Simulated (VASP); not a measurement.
All values below come from PBEsol GGA, VASP's PBE PAW potentials (set 64) (plane waves; VASP).

VASP ran on this input.

**INCAR**
```
GGA = PS   ! PBEsol
LCHARG = .FALSE.
ISMEAR = 0
ISIF = 2   ! forces and stress, cell fixed
LASPH = .TRUE.   ! aspherical one-centre terms
LREAL = .FALSE.   ! projection in real space or not
LMAXMIX = 4   ! l cut-off of mixed one-centre charges
ENCUT = 600   ! plane-wave cut-off (eV)
PREC = Accurate
ALGO = Normal   ! blocked Davidson
EDIFF = 1E-7   ! SCF stop (eV)
NELM = 100   ! most electronic steps
LWAVE = .FALSE.
SYSTEM = Li2Se
SIGMA = 0.05
```

KPOINTS:
```
Regular mesh
0
gamma
 6 6 6
```

POSCAR:
```
Li2Se
1
   -0.0000000000     2.9789826007     2.9789826007
    2.9789826007    -0.0000000000     2.9789826007
    2.9789826007     2.9789826007    -0.0000000000
Li Se
2 1
Direct
  0.2500000000   0.2500000000   0.2500000000
  0.7500000000   0.7500000000   0.7500000000
  1.0000000000   0.0000000000   1.0000000000
```

POTCAR, in this order: Li_sv Se (PBE.64 set). Program: vasp_std.

Q: What does the run give for the energy per atom (σ→0), band gap (on the k-mesh)?

A: 
```
Item                              Result
------------------------  --------------
energy per atom (σ→0)     -3.853 eV/atom
band gap (on the k-mesh)         2.81 eV
```

OSZICAR:
```
...
DAV:   9    -0.115599636015E+02    0.89139E-04   -0.13497E-03   436   0.198E-01    0.989E-02
DAV:  10    -0.115601142109E+02   -0.15061E-03   -0.24372E-04   356   0.115E-01    0.379E-02
DAV:  11    -0.115601148261E+02   -0.61515E-06   -0.15343E-05   446   0.346E-02    0.149E-02
DAV:  12    -0.115601172992E+02   -0.24732E-05   -0.47530E-06   354   0.150E-02    0.550E-03
DAV:  13    -0.115601168737E+02    0.42552E-06   -0.61024E-07   420   0.667E-03    0.150E-03
DAV:  14    -0.115601167193E+02    0.15448E-06   -0.28649E-08   204   0.186E-03    0.439E-04
DAV:  15    -0.115601167358E+02   -0.16542E-07   -0.16396E-08   192   0.111E-03
   1 F= -.11560117E+02 E0= -.11560117E+02  d E =-.300123E-25
```

The compound is Li2Se in the antifluorite structure. It was relaxed first.
